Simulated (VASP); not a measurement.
# SrMoO4: structure and properties in VASP, part 2 of 3

How well does PBEsol reproduce what experiment finds for SrMoO4? The cell is relaxed first, and properties follow on it. The start is a cell from a database of measured crystal structures.

VASP 6.6.1; PBEsol; plane waves and PAW (Sr_sv, Mo_sv, O).

So far, gap on the k-mesh (eV): step 2 (relaxing cell and atoms (PBEsol)) 3.70; step 3 (second relaxation) 3.70.

## Step 6: Total and projected DOS (PBEsol)

Here the states are counted by energy and projected on the atoms. The mesh is finer than in the run before.

File INCAR:

```
SYSTEM = SrMoO4
PREC = Accurate
ENCUT = 520
EDIFF = 1E-06
NELM = 100
ISMEAR = -5
SIGMA = 0.05
LREAL = .FALSE.
ALGO = Normal
GGA = PS
NBANDS = 76
LASPH = .TRUE.
LORBIT = 11
LWAVE = .FALSE.
LCHARG = .FALSE.
KPAR = 8
NEDOS = 2001
```

File POSCAR:

```
SrMoO4
1.0
   -5.3904756606      0.0000000003      0.0000000000
    0.0000000003      5.3904756606      0.0000000000
    2.6952378301     -2.6952378305     -5.9558744460
Sr Mo O
2 2 8
Direct
    0.7500000000      0.2500000000      0.5000000000
    0.0000000000      0.0000000000      0.0000000000
    0.2500000000      0.7500000000      0.5000000000
    0.5000000000      0.5000000000      0.0000000000
    0.0951284501      0.6930333090      0.6645803170
    0.4430333090      0.8194518669      0.1645803170
    0.5694518669      0.9715470080      0.6645803170
    0.7215470080      0.3451284501      0.1645803170
    0.6548715499      0.5569666910      0.8354196830
    0.3069666910      0.4305481331      0.3354196830
    0.1805481331      0.2784529920      0.8354196830
    0.0284529920      0.9048715499      0.3354196830
```

File KPOINTS:

```
Automatic mesh
0
Gamma
8 8 8
0 0 0
```

Potentials, in the order of the species: Sr_sv, Mo_sv and O (PBE family, release 64).

Launch:

```sh
mpirun -np 8 vasp_std
```

It took 2.3 min on 8 MPI ranks of Intel Xeon Platinum 8259CL at 2.50GHz (Skylake/Cascade Lake), shared host; peak memory 6.9 GiB; 18 min of CPU time.

Numbers from this step:

```
irreducible k-points : 78
free energy (TOTEN)  : -100.0408 eV
Fermi energy         : 1.580 eV
pressure             : -0.04570 GPa
```

The density of states has structure finer than the step of the table below, so its rows give means over 0.5 eV, whole bins alone (the curve runs from -12.0 to 5.80 eV). Peaks (eV: height): total -3.18: 23.8, -1.61: 19.0, -0.29: 18.8, 4.16: 19.3; O p -3.18: 11.2, -1.61: 11.5, -0.46: 12.1, -0.29: 13.4; Mo d -3.51: 5.92, -3.18: 7.94, 4.16: 11.0, 4.40: 7.26; Mo p -1.61: 0.836, -1.12: 0.365, -0.21: 0.260, 5.64: 0.56; Sr d -1.61: 0.219, 3.91: 0.318, 4.16: 0.318, 5.64: 0.660.

States under -12.0 eV and over 5.8 eV are left out. Density of states against energy, zero at the valence-band top; means over each step; values in states/eV/cell:

```
energy (eV)  total     O p    Mo d     Mo p     Sr d     Mo s      O s
       -5.0      0       0       0        0        0        0        0
       -4.5   1.65   0.718   0.539  0.00164  0.00879  0.00123  0.00930
       -4.0   12.7    5.44    3.98   0.0173   0.0666   0.0200   0.0821
       -3.5   12.9    5.78    4.13   0.0478   0.0964   0.0381    0.120
       -3.0   12.8    5.99    4.30   0.0754   0.0690   0.0412    0.139
       -2.5   3.77    2.22   0.147   0.0187   0.0496    0.483   0.0427
       -2.0   7.34    4.42   0.222    0.184   0.0707    0.550   0.0666
       -1.5   11.8    7.21   0.358    0.476    0.118   0.0866   0.0657
       -1.0   13.2    8.68   0.176    0.229    0.142   0.0293   0.0366
       -0.5   14.5    10.2   0.127    0.180   0.0826   0.0238   0.0327
        0.0   5.35    3.87  0.0246   0.0823   0.0183  0.00489  0.00560
        0.5      0       0       0        0        0        0        0
        1.0      0       0       0        0        0        0        0
        1.5      0       0       0        0        0        0        0
        2.0      0       0       0        0        0        0        0
        2.5      0       0       0        0        0        0        0
        3.0      0       0       0        0        0        0        0
        3.5  0.106  0.0185  0.0651   2.9e-5  0.00161   2.5e-4   1.8e-4
        4.0   10.9    2.54    6.27   0.0149    0.211   0.0124   0.0122
        4.5   5.01    1.36    2.81  0.00898   0.0484  0.00145  0.00717
        5.0      0       0       0        0        0        0        0
        5.5   6.00    1.02    2.59    0.272    0.302  0.00522    0.125
```

The gap on this mesh is 3.70 eV. In the top eV of the valence band the largest shares in the PAW spheres are O p 70 %. The rest lies in smaller channels or between the spheres.

## Step 7: Volume scan with PBEsol, volume scale 0.94

An equation of state needs energies on both sides of the minimum, all on one mesh and cutoff.

File INCAR:

```
SYSTEM = SrMoO4
PREC = Accurate
ENCUT = 520
EDIFF = 1E-06
NELM = 100
ISMEAR = 0
SIGMA = 0.05
LREAL = .FALSE.
ALGO = Normal
GGA = PS
NBANDS = 60
LASPH = .TRUE.
LORBIT = 11
LWAVE = .FALSE.
LCHARG = .FALSE.
KPAR = 8
ISIF = 2
```

POSCAR, as its differences from that of step 6:

```diff
@@ -2,5 +2,5 @@
 1.0
-   -5.3904756606      0.0000000003      0.0000000000
-    0.0000000003      5.3904756606      0.0000000000
-    2.6952378301     -2.6952378305     -5.9558744460
+   -5.2804350765      0.0000000003      0.0000000000
+    0.0000000003      5.2804350765      0.0000000000
+    2.6402175381     -2.6402175384     -5.8342918726
 Sr Mo O
```

File KPOINTS:

```
Automatic mesh
0
Gamma
6 6 6
0 0 0
```

Launch:

```sh
mpirun -np 8 vasp_std
```

Run time: 62 s. Hardware: 8 MPI ranks; peak memory 4 GiB; 8.1 min of CPU time.

The scan keeps the cell's shape and the fractional positions fixed.

This step gave:

```yaml
bands: 60
irreducible_k_points: 36
free_energy_toten: -99.6870 eV
fermi_energy: 2.441 eV
pressure: 11.14 GPa
gap_on_the_k_mesh: 3.994 eV
least_direct_gap_on_the_k_mesh: 3.994 eV
```

Force by atom:

```
atom  x (eV/Å)  y (eV/Å)  z (eV/Å)  size
 Sr1      0.00      0.00      0.00  0.00
 Sr2      0.00      0.00      0.00  0.00
 Mo3      0.00      0.00      0.00  0.00
 Mo4      0.00      0.00      0.00  0.00
  O5      1.05     -0.65     -0.84  1.49
  O6      0.65      1.05     -0.84  1.49
  O7     -1.05      0.65     -0.84  1.49
  O8     -0.65     -1.05     -0.84  1.49
  O9     -1.05      0.65      0.84  1.49
 O10     -0.65     -1.05      0.84  1.49
 O11      1.05     -0.65      0.84  1.49
 O12      0.65      1.05      0.84  1.49
```

The pressure here is 11.14 GPa.

## Step 8: Volume scan with PBEsol, volume scale 0.96

INCAR is that of step 7.

POSCAR, as its differences from that of step 7:

```diff
@@ -2,5 +2,5 @@
 1.0
-   -5.2804350765      0.0000000003      0.0000000000
-    0.0000000003      5.2804350765      0.0000000000
-    2.6402175381     -2.6402175384     -5.8342918726
+   -5.3176224642      0.0000000003      0.0000000000
+    0.0000000003      5.3176224642      0.0000000000
+    2.6588112319     -2.6588112323     -5.8753797888
 Sr Mo O
```

KPOINTS is that of step 7.

Launch:

```sh
mpirun -np 8 vasp_std
```

Wall time 67 s (8 MPI ranks); peak memory 4 GiB; 8.8 min of CPU time.

Numbers from this step:

| Item | Value |
| --- | --- |
| free energy (TOTEN) | -99.8869 eV |
| Fermi energy | 2.205 eV |
| pressure | 7.013 GPa |
| gap on the k-mesh | 3.892 eV |
| least direct gap on the k-mesh | 3.892 eV |

Force by atom:

```
atom  x (eV/Å)  y (eV/Å)  z (eV/Å)   size
 Sr1     0.000     0.000     0.000  0.000
 Sr2     0.000     0.000     0.000  0.000
 Mo3     0.000     0.000     0.000  0.000
 Mo4     0.000     0.000     0.000  0.000
  O5     0.669    -0.421    -0.540  0.957
  O6     0.421     0.669    -0.540  0.957
  O7    -0.669     0.421    -0.540  0.957
  O8    -0.421    -0.669    -0.540  0.957
  O9    -0.669     0.421     0.540  0.957
 O10    -0.421    -0.669     0.540  0.957
 O11     0.669    -0.421     0.540  0.957
 O12     0.421     0.669     0.540  0.957
```

The pressure falls from 11.14 to 7.01 GPa.

The run ends at a pressure of 7.01 GPa, with forces up to 0.96 eV/Å.

## Step 9: Volume scan with PBEsol, volume scale 0.98

INCAR is that of step 8.

POSCAR, as its differences from that of step 8:

```diff
@@ -2,5 +2,5 @@
 1.0
-   -5.3176224642      0.0000000003      0.0000000000
-    0.0000000003      5.3176224642      0.0000000000
-    2.6588112319     -2.6588112323     -5.8753797888
+   -5.3542968815      0.0000000003      0.0000000000
+    0.0000000003      5.3542968815      0.0000000000
+    2.6771484406     -2.6771484410     -5.9159009299
 Sr Mo O
```

KPOINTS is that of step 8.

Launch:

```sh
mpirun -np 8 vasp_std
```

Wall time 69 s (8 MPI ranks); peak memory 4.1 GiB; 9 min of CPU time.

The pressure falls from 7.01 to 3.30 GPa.

The run ends at a pressure of 3.30 GPa, with forces up to 0.46 eV/Å.

## Step 10: Volume scan with PBEsol, volume scale 1

INCAR is that of step 9.

POSCAR, as its differences from that of step 9:

```diff
@@ -2,5 +2,5 @@
 1.0
-   -5.3542968815      0.0000000003      0.0000000000
-    0.0000000003      5.3542968815      0.0000000000
-    2.6771484406     -2.6771484410     -5.9159009299
+   -5.3904756606      0.0000000003      0.0000000000
+    0.0000000003      5.3904756606      0.0000000000
+    2.6952378301     -2.6952378305     -5.9558744460
 Sr Mo O
```

KPOINTS is that of step 9.

Launch:

```sh
mpirun -np 8 vasp_std
```

Wall time 74 s (8 MPI ranks); peak memory 4.2 GiB.

The pressure falls from 3.30 to -0.05 GPa.

The run ends at a pressure of -0.05 GPa, with forces up to 0.0089 eV/Å.

## Step 11: Volume scan with PBEsol, volume scale 1.02

INCAR is that of step 10.

POSCAR, as its differences from that of step 10:

```diff
@@ -2,5 +2,5 @@
 1.0
-   -5.3904756606      0.0000000003      0.0000000000
-    0.0000000003      5.3904756606      0.0000000000
-    2.6952378301     -2.6952378305     -5.9558744460
+   -5.4261752153      0.0000000003      0.0000000000
+    0.0000000003      5.4261752153      0.0000000000
+    2.7130876074     -2.7130876078     -5.9953184726
 Sr Mo O
```

KPOINTS is that of step 10.

Launch:

```sh
mpirun -np 8 vasp_std
```

It took 75 s on 8 MPI ranks; peak memory 4.2 GiB.

The pressure falls from -0.05 to -3.05 GPa.

The run ends at a pressure of -3.05 GPa, with forces up to 0.44 eV/Å.

## Step 12: Volume scan with PBEsol, volume scale 1.04

INCAR is that of step 11.

POSCAR, as its differences from that of step 11:

```diff
@@ -2,5 +2,5 @@
 1.0
-   -5.4261752153      0.0000000003      0.0000000000
-    0.0000000003      5.4261752153      0.0000000000
-    2.7130876074     -2.7130876078     -5.9953184726
+   -5.4614111066      0.0000000003      0.0000000000
+    0.0000000003      5.4614111066      0.0000000000
+    2.7307055531     -2.7307055535     -6.0342502029
 Sr Mo O
```

KPOINTS is that of step 11.

Launch:

```sh
mpirun -np 8 vasp_std
```

It took 81 s on 8 MPI ranks; peak memory 4.4 GiB; 10 min of CPU time.

The pressure falls from -3.05 to -5.76 GPa.

The run ends at a pressure of -5.76 GPa, with forces up to 0.84 eV/Å.

## Step 13: Volume scan with PBEsol, volume scale 1.06

A prediction first. A parabola through the 6 pressures of evenly scaled cells so far, P = -0.05 -159.1 t +350 t² GPa with t = ln(V/V₁) and V₁ the volume at scale 1, gives -8.13 GPa at t = +0.0583.

INCAR is that of step 12.

POSCAR, as its differences from that of step 12:

```diff
@@ -2,5 +2,5 @@
 1.0
-   -5.4614111066      0.0000000003      0.0000000000
-    0.0000000003      5.4614111066      0.0000000000
-    2.7307055531     -2.7307055535     -6.0342502029
+   -5.4961981025      0.0000000003      0.0000000000
+    0.0000000003      5.4961981025      0.0000000000
+    2.7480990510     -2.7480990515     -6.0726859539
 Sr Mo O
```

KPOINTS is that of step 12.

Launch:

```sh
mpirun -np 8 vasp_std
```

Elapsed: 86 s, on 8 MPI ranks; peak memory 4.4 GiB.

The pressure falls from -5.76 to -8.20 GPa. The parabola predicted -8.13 GPa, +0.07 GPa off.

## Step 14: Comparing the runs

Times are for 8 MPI ranks of Intel Xeon Platinum 8259CL at 2.50GHz (Skylake/Cascade Lake), shared host. Results by setting:

```
no.  volume scale  energy above the lowest point (meV/atom)  pressure (GPa)  gap on the k-mesh (eV)  time  memory (GiB)
  1          0.94                                     29.48           11.14                   3.994  62 s           4.0
  2          0.96                                     12.82           7.013                   3.892  67 s           4.0
  3          0.98                                      3.23           3.300                   3.792  69 s           4.1
  4             1                                         0        -0.04589                   3.696  74 s           4.2
  5          1.02                                      2.48          -3.054                   3.603  75 s           4.2
  6          1.04                                     10.13          -5.760                   3.513  81 s           4.4
  7          1.06                                      22.4          -8.196                   3.426  86 s           4.4
```

## Step 15: Fit for PBEsol

This step: Birch-Murnaghan fit, PBEsol; plane waves and PAW (VASP 6.6.1).

This step runs nothing: it gathers the runs above.

This step gave:

* pressure derivative of the bulk modulus: 4.270
* r.m.s. error of the fit: 2.91e-6 eV/atom
* minimum inside the sampled range: yes
* bulk modulus: 158.1 GPa
* equilibrium volume of the fit: 14.44 Å³/atom

The energy above the fitted minimum by volume:

```
volume (Å³/atom)  energy above the fitted minimum (eV/atom)
          13.556                                     0.0295
          13.845                                     0.0128
          14.133                                    0.00324
          14.422                                     9.0e-6
          14.710                                    0.00249
          14.999                                     0.0101
          15.287                                     0.0224
```

The fitted volume lies +0.10 % from the relaxed one. The atoms bear forces along the scan, since they were held; freeing them would lower the modulus.

## Step 16: Response to an electric field (PBEsol)

This step: PBEsol; plane waves and PAW (Sr_sv, Mo_sv, O) (VASP 6.6.1).

The response to a static field gives the electronic dielectric tensor and the Born charges. It needs tightly converged orbitals, hence the small EDIFF.

File INCAR:

```
SYSTEM = SrMoO4
PREC = Accurate
ENCUT = 520
EDIFF = 1E-08
NELM = 100
ISMEAR = 0
SIGMA = 0.01
LREAL = .FALSE.
ALGO = Normal
GGA = PS
NBANDS = 60
LASPH = .TRUE.
LORBIT = 11
LWAVE = .FALSE.
LCHARG = .FALSE.
KPAR = 8
LEPSILON = .TRUE.
```

POSCAR, as its differences from that of step 13:

```diff
@@ -2,5 +2,5 @@
 1.0
-   -5.4961981025      0.0000000003      0.0000000000
-    0.0000000003      5.4961981025      0.0000000000
-    2.7480990510     -2.7480990515     -6.0726859539
+   -5.3904756606      0.0000000003      0.0000000000
+    0.0000000003      5.3904756606      0.0000000000
+    2.6952378301     -2.6952378305     -5.9558744460
 Sr Mo O
```

File KPOINTS:

```
Automatic mesh
0
Gamma
7 7 7
0 0 0
```

Launch:

```sh
mpirun -np 8 vasp_std
```

The job ended after 42 min (8 MPI ranks; peak memory 17 GiB; 5.3 h of CPU time).

Energies printed during the response cycles are not total energies of the cell.

This step gave:

```
irreducible k-points           : 52
Fermi energy                   : 1.756 eV
pressure                       : -0.04536 GPa
gap on the k-mesh              : 3.696 eV
least direct gap on the k-mesh : 3.696 eV
```

Electronic dielectric tensor with local fields:

```
3.73 0.00 0.00
0.00 3.73 0.00
0.00 0.00 3.77
```

Born effective charge (e), principal values of the symmetric part by kind of site:

```
atom  atoms with these values    low  middle   high   mean
 Sr1                        2   2.78    3.00   3.00   2.92
 Mo3                        2   4.03    4.03   4.39   4.15
  O5                        8  -3.22   -1.13  -0.96  -1.77
```

In full for Sr1:

```
 3.00  0.16  0.00
-0.16  3.00  0.00
 0.00  0.00  2.78
```

The Born charges sum to zero; the printed set may have that rule imposed, so this is no test. The Born charge of O depends strongly on direction, from -3.22 to -0.96 e, beside a nominal -2.

## Step 17: Optical spectrum (PBEsol)

LOPTICS sums transitions from filled to empty bands. The mesh is finer than in the run before. NBANDS is raised for it.

File INCAR:

```
SYSTEM = SrMoO4
PREC = Accurate
ENCUT = 520
EDIFF = 1E-06
NELM = 100
ISMEAR = 0
SIGMA = 0.05
LREAL = .FALSE.
ALGO = Normal
GGA = PS
NBANDS = 144
LASPH = .TRUE.
LORBIT = 11
LWAVE = .FALSE.
LCHARG = .FALSE.
KPAR = 8
LOPTICS = .TRUE.
NEDOS = 1500
CSHIFT = 0.1
```

POSCAR is that of step 16.

File KPOINTS:

```
Automatic mesh
0
Gamma
8 8 8
0 0 0
```

Launch:

```sh
mpirun -np 8 vasp_std
```

Wall time 5.2 min (8 MPI ranks); peak memory 20 GiB; 41 min of CPU time.

These are independent-particle spectra without excitons or local fields, and fine structure depends on the mesh and on CSHIFT.

Numbers from this step:

- SCF cycles: 15
- bands: 144
- irreducible k-points: 78
- free energy (TOTEN): -100.0408 eV
- Fermi energy: 1.823 eV
- pressure: -0.04650 GPa

(Continued in part 3 of 3.)

[Lines on the potential files, build, host, timing and source positions are cut from VASP's logs without a mark.]

[Logs are printed without paths, hosts, clocks, repeated set-up lines and the standing remarks that a program may print on its own settings, such as how far it seeks lower states.]

[Hosts, paths, dates, database ids (printed as entryN), source tags and the programs' standing remarks are cut or masked in the printed files.]

[A measured line is paired with the nearest computed mode of its activity, which favours agreement.]
